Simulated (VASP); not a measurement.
Input:

```xyz
10
Lattice="6.7238 0.0000 0.0000 0.0000 6.7238 0.0000 0.0000 0.0000 3.5042" Properties=species:S:1:pos:R:3 pbc="T T T"
Nb     3.3619     3.3619     0.0000
Nb     6.7238     0.0000     0.0000
Nb     4.5188     1.1569     1.7521
Nb     2.2049     5.5668     1.7521
Nb     5.5668     4.5188     1.7521
Nb     1.1569     2.2049     1.7521
Si     0.8555     4.2174     0.0000
Si     5.8683     2.5064     0.0000
Si     2.5064     0.8555     0.0000
Si     4.2174     5.8683     0.0000
```

These are r2SCAN meta-GGA, VASP's PBE PAW potentials (set 64) (plane waves; VASP) values and carry that method's errors. Settings: 400 eV cut-off, 5×5×10 Γ-centred mesh, tetrahedra with Blöchl corrections, potentials Nb_sv Si.

### Question
What does the run give for the energy per atom (σ→0), band gap (over mesh and band path) with the smallest direct gap where there is one?

### Answer

The band gap (over mesh and band path) is none (metal, semimetal or under 0.01 eV) and the energy per atom (σ→0) comes out as -19.121 eV/atom.

Total energies compare only between runs with the same potentials, cut-off and functional.

The structure comes from a computed database's Nb3Si2 entry (P4/mbm); how it stands against other phases isn't given here. It was relaxed first.
